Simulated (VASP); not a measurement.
# Which face does Tc expose?, part 3 of 5

Which face of Tc is cheapest, and which holds its electrons hardest?

VASP 6.6.1; PBEsol; plane waves and PAW (Tc).

So far. Step 3 (The bulk reference, job self-consistent run, k-mesh …): The run ends at a pressure of -0.68 GPa. Step 4 (Surface relaxation, 8 atoms, face Tc(0001)): The run ended after 7 ionic steps, 0.298 eV below its first step, once the forces on the free atoms met EDIFFG = -0.03.

### Step 5. Vacuum level and density of states, 8 atoms, face Tc(0001)

A static run writes the electrostatic potential without exchange and correlation (LVHAR), which is flat in the vacuum and gives the level to count from. The dipole correction cancels the field that unlike faces would set up across the vacuum.

INCAR reads:

```
SYSTEM = Tc
PREC = Normal
ENCUT = 320
EDIFF = 1E-06
NELM = 120
ISMEAR = 1
SIGMA = 0.15
LREAL = .FALSE.
ALGO = Fast
GGA = PS
NBANDS = 36
LASPH = .TRUE.
LORBIT = 11
LWAVE = .FALSE.
LCHARG = .TRUE.
KPAR = 4
IDIPOL = 3
LDIPOL = .TRUE.
DIPOL = 0.5 0.5 0.5
LVHAR = .TRUE.
LVACPOTAV = .TRUE.
NEDOS = 1500
```

POSCAR reads:

```
Tc
1.0
    2.7178253313      0.0000000000      0.0000000000
    1.3589126656      2.3537057800      0.0000000000
    0.0000000000      0.0000000000     30.2043141996
Tc
8
Direct
    0.6666666700      0.6666666700      0.2506679901
    0.0000000000      0.0000000000      0.3173261670
    0.6666666700      0.6666666700      0.3934891659
    0.0000000000      0.0000000000      0.4623768072
    0.6666666700      0.6666666700      0.5376231928
    0.0000000000      0.0000000000      0.6065108341
    0.6666666700      0.6666666700      0.6826738330
    0.0000000000      0.0000000000      0.7493320099
```

KPOINTS reads:

```
Automatic mesh
0
Gamma
15 15 1
0 0 0
```

PAW data sets: Tc (PBE family, release 64).

Command:

```console
mpirun -np 4 vasp_std
```

What it wrote:

```text
[... set-up lines as in an earlier step ...]
 entering main loop
       N       E                     dE             d eps       ncg     rms          rms(c)
DAV:   1     0.211185385659E+03    0.21119E+03   -0.19477E+04  1960   0.915E+02
DAV:   2    -0.722645656479E+02   -0.28345E+03   -0.26812E+03  2384   0.224E+02
DAV:   3    -0.943135116437E+02   -0.22049E+02   -0.20974E+02  2924   0.535E+01
DAV:   4    -0.954317562840E+02   -0.11182E+01   -0.10656E+01  2908   0.117E+01
DAV:   5    -0.954861450104E+02   -0.54389E-01   -0.52653E-01  3120   0.229E+00    0.497E+01
RMM:   6    -0.106272016602E+03   -0.10786E+02   -0.64967E+01  2839   0.239E+01    0.237E+01
RMM:   7    -0.250120534831E+03   -0.14385E+03   -0.27365E+02  3636   0.630E+01    0.336E+01
RMM:   8    -0.127535413671E+03    0.12259E+03   -0.56005E+01  2811   0.228E+01    0.254E+01
RMM:   9    -0.109348021213E+03    0.18187E+02   -0.19614E+01  2929   0.108E+01    0.227E+01
RMM:  10    -0.894774661570E+02    0.19871E+02   -0.35116E+01  2899   0.131E+01    0.693E+00
RMM:  11    -0.908608809380E+02   -0.13834E+01   -0.42613E+00  2459   0.615E+00    0.793E+00
RMM:  12    -0.896399634155E+02    0.12209E+01   -0.10475E+00  2962   0.282E+00    0.575E+00
RMM:  13    -0.897857205349E+02   -0.14576E+00   -0.31159E-01  2945   0.126E+00    0.606E+00
RMM:  14    -0.894144811815E+02    0.37124E+00   -0.10524E-01  2713   0.845E-01    0.520E+00
RMM:  15    -0.884120119723E+02    0.10025E+01   -0.18550E+00  3567   0.297E+00    0.148E+00
RMM:  16    -0.883844335706E+02    0.27578E-01   -0.10443E-01  2740   0.785E-01    0.105E+00
RMM:  17    -0.884294348242E+02   -0.45001E-01   -0.13097E-01  2711   0.841E-01    0.145E+00
RMM:  18    -0.883859169733E+02    0.43518E-01   -0.58428E-02  2697   0.638E-01    0.822E-01
RMM:  19    -0.883690642885E+02    0.16853E-01   -0.28756E-02  2755   0.453E-01    0.445E-01
RMM:  20    -0.883671026745E+02    0.19616E-02   -0.93582E-03  3071   0.236E-01    0.375E-01
RMM:  21    -0.883648216665E+02    0.22810E-02   -0.38093E-03  2426   0.189E-01    0.234E-01
RMM:  22    -0.883635222802E+02    0.12994E-02   -0.44490E-03  2731   0.160E-01    0.609E-02
RMM:  23    -0.883636757339E+02   -0.15345E-03   -0.10304E-03  2792   0.750E-02    0.706E-02
RMM:  24    -0.883635834400E+02    0.92294E-04   -0.71782E-04  2517   0.877E-02    0.386E-02
RMM:  25    -0.883635803386E+02    0.31014E-05   -0.26578E-04  3006   0.399E-02    0.209E-02
RMM:  26    -0.883635883882E+02   -0.80496E-05   -0.30906E-05  2389   0.189E-02    0.965E-03
RMM:  27    -0.883636062871E+02   -0.17899E-04   -0.13818E-05  2378   0.113E-02    0.668E-03
RMM:  28    -0.883636350694E+02   -0.28782E-04   -0.25947E-05  2631   0.135E-02    0.133E-02
RMM:  29    -0.883636564453E+02   -0.21376E-04   -0.37660E-06  1627   0.640E-03    0.811E-03
RMM:  30    -0.883636606237E+02   -0.41784E-05   -0.44362E-06  1728   0.537E-03    0.239E-03
RMM:  31    -0.883636711212E+02   -0.10497E-04   -0.10898E-06  1333   0.374E-03    0.221E-03
RMM:  32    -0.883636767057E+02   -0.55845E-05   -0.69786E-07  1294   0.264E-03    0.207E-03
RMM:  33    -0.883636781687E+02   -0.14630E-05   -0.27249E-07  1056   0.192E-03    0.895E-04
RMM:  34    -0.883636787105E+02   -0.54185E-06   -0.18020E-07   969   0.161E-03
 -----------------------------------------------------------------------------
|                                                                             |
|           W    W    AA    RRRRR   N    N  II  N    N   GGGG   !!!           |
|           W    W   A  A   R    R  NN   N  II  NN   N  G    G  !!!           |
|           W    W  A    A  R    R  N N  N  II  N N  N  G       !!!           |
|           W WW W  AAAAAA  RRRRR   N  N N  II  N  N N  G  GGG   !            |
|           WW  WW  A    A  R   R   N   NN  II  N   NN  G    G                |
|           W    W  A    A  R    R  N    N  II  N    N   GGGG   !!!           |
|                                                                             |
|     Did not find any points to average over, which means that no vacuum     |
|     field-free region was found. Please increase the size of  your cell     |
|     in the dimension of the dipole correction to obtain accurate            |
|     workfunction values.                                                    |
|                                                                             |
 -----------------------------------------------------------------------------

   1 F= -.88363679E+02 E0= -.88364922E+02  d E =0.372970E-02
```

Run time: 34 s. Hardware: 4 MPI ranks of Intel Xeon 6975P-C (Granite Rapids), shared host; peak memory 0.75 GiB.

Parts of OUTCAR (step 5):

```text
   NELECT =      56.0000    total number of electrons

 dipolmoment           0.000000      0.000000      0.000000 electrons x Angstroem

 E-fermi :   5.8205

 k-point     1 :       0.0000    0.0000    0.0000
  band No.  band energies     occupation
    ...
     26       4.5869      2.00000
     27       4.5869      2.00000
     28       4.7630      2.00000
     29       4.7631      2.00000
     30       5.0842      2.00000
     31       5.9810     -0.06194
     32       5.9810     -0.06194
     33       6.1412     -0.00998
     34       6.3873     -0.00000
     35       6.3873     -0.00000
    ...

  Total       -3.0654877     -3.0654877     -0.1216385      0.0000000      0.0000000      0.0000000
  in kB      -25.4195268    -25.4195268     -1.0086460      0.0000000      0.0000000      0.0000000
  external PRESSURE =     -17.2825666 kB  Pullay stress =       0.0000000 kB

 POSITION                                       TOTAL-FORCE (eV/Angst)
 -----------------------------------------------------------------------------------
      2.71783      1.56914      7.57125         0.000000      0.000000      0.004596
      0.00000      0.00000      9.58462         0.000000      0.000000     -0.014783
      2.71783      1.56914     11.88507        -0.000000     -0.000000     -0.017014
      0.00000      0.00000     13.96577        -0.000000      0.000000     -0.018522
      2.71783      1.56914     16.23854         0.000000     -0.000000      0.018522
      0.00000      0.00000     18.31924         0.000000      0.000000      0.017014
      2.71783      1.56914     20.61969        -0.000000     -0.000000      0.014783
      0.00000      0.00000     22.63306        -0.000000     -0.000000     -0.004596
 -----------------------------------------------------------------------------------
    total drift:                               -0.000002     -0.000001     -0.000000

  FREE ENERGIE OF THE ION-ELECTRON SYSTEM (eV)
  ---------------------------------------------------
  free  energy   TOTEN  =       -88.3636787105 eV

  energy  without entropy=      -88.3674084088  energy(sigma->0) =      -88.36492194

 vacuum level on the upper side and lower side of the slab        10.595        10.595

[... 8 parts as in an earlier step ...]

[... 9 further parts left out ...]
```

Numbers from this step:

| Property | Result |
| --- | --- |
| electronic cycles | 34 |
| Fermi energy | 5.821 eV |
| dipole moment | 0, 0, 0 e·Å |
| vacuum levels | 10.60, 10.60 eV |
| work functions of the upper and lower face | 4.775, 4.775 eV |

The planar average of the electrostatic potential oscillates, so the rows of the table below give means over windows of 2.16 Å about each position, cut where the curve ends. Its maxima inside the range that stand out by 2 % of the span (Å: eV): 8.6: -3.78, 10.8: -0.520, 12.9: -2.60, 15.1: -0.616, 17.3: -2.60, 19.4: -0.520, 21.6: -3.78. Its minima: 7.6: -24.1, 9.6: -24.3, 11.9: -24.2, 13.9: -24.2, 16.3: -24.2, 18.3: -24.2, 20.6: -24.3, 22.7: -24.1.

Zero at the Fermi level. Planar average of the electrostatic potential against height; means over each step:

```tsv
height (Å)	planar average of the electrostatic potential (eV)
1.08	4.78
3.24	4.77
5.40	3.98
7.56	-13.5
9.72	-13.6
11.88	-13.6
14.04	-13.6
16.20	-13.6
18.36	-13.5
20.52	-13.6
22.68	-13.5
24.84	4.05
27.00	4.77
29.16	4.78
```

Density of states in the PAW spheres, an atom over height of the layer and energy from the Fermi level.

Values in states/eV, 22 rows by 8 columns, each cell a mean:
```
0.96 0.65 0.98 0.89 0.89 0.98 0.65 0.96
0.68 0.58 0.71 0.74 0.74 0.71 0.58 0.68
1.17 1.05 1.29 1.23 1.23 1.29 1.05 1.17
1.63 1.35 1.56 1.57 1.57 1.56 1.35 1.63
2.38 1.66 1.42 1.44 1.44 1.42 1.66 2.38
1.78 1.26 1.30 1.28 1.28 1.30 1.26 1.78
1.27 1.25 1.43 1.52 1.52 1.43 1.25 1.27
1.00 1.01 0.93 0.87 0.87 0.93 1.01 1.00
0.82 1.01 1.13 1.01 1.01 1.13 1.01 0.82
0.74 0.88 0.96 0.95 0.95 0.96 0.88 0.74
1.00 1.22 1.30 1.31 1.31 1.30 1.22 1.00
1.09 1.28 1.03 1.09 1.09 1.03 1.28 1.09
1.34 1.31 0.99 1.12 1.12 0.99 1.31 1.34
1.17 1.56 1.32 1.33 1.33 1.32 1.56 1.17
0.79 1.37 1.29 1.23 1.23 1.29 1.37 0.79
0.40 0.76 0.75 0.81 0.81 0.75 0.76 0.40
0.08 0.16 0.13 0.14 0.14 0.13 0.16 0.08
0.04 0.09 0.08 0.09 0.09 0.08 0.09 0.04
0.02 0.05 0.06 0.05 0.05 0.06 0.05 0.02
0.01 0.02 0.03 0.04 0.04 0.03 0.02 0.01
0.00 0.00 0.01 0.01 0.01 0.01 0.00 0.00
0.00 0.00 0.00 0.00 0.00 0.00 0.00 0.00
```
Columns: height of the layer (Å) from 7.6 to 22.6 (not evenly spaced); rows upwards: energy from the Fermi level (eV) from -7.9 to 0.5.

Valence density in the ca plane at fractional y = 0.000, with atoms of Tc within 0.2 Å of it. It is the smooth field of the valence electrons, not physical close to the nuclei.

Ten even steps from '0' (0.0 e/Å³) to '9' (2.1 e/Å³), each cell a mean:
```
11112587521111113587421111123587410000000000
12112344311112112354311112122454200000000000
22211222111122211222111122211222100000000000
33211111111233211111111233211111100000000000
23211122111233211121111233211121100000000000
22212233211122212233211122212333100000000000
11112466421111112466321111123576310000000000
11113599521111113698521111123699410000000000
```
Columns run along c (16.0 Å, from fractional 0.39 to 0.91 of the cell), rows up along a (2.7 Å). Atoms in or near the plane, at fractional coordinates: Tc at (0.46, 0.00), Tc at (0.61, 0.00), Tc at (0.75, 0.00).

The map of layer states is cut here 0.5 eV above the Fermi level, so it leaves out the states above that.

The vacuum level lies 4.77 eV above the Fermi level at the upper face; both faces agree, as the slab has next to no dipole.

The program found no field-free point at its default tolerance, but its printed level agrees with the flat part of the planar average.

On this mesh the fine structure of the density of states is sampling noise, and high empty states may be cut by the number of bands.

[end of part 3 of 5]

[Lines on the potential files, build, host, timing and source positions are cut from VASP's logs without a mark.]

[Logs are printed without paths, hosts, clocks, repeated set-up lines and the standing remarks that a program may print on its own settings, such as how far it seeks lower states.]

[Hosts, paths, dates, database ids (printed as entryN), source tags and the programs' standing remarks are cut or masked in the printed files.]

[Runs that stopped without an error message from VASP are left out.]
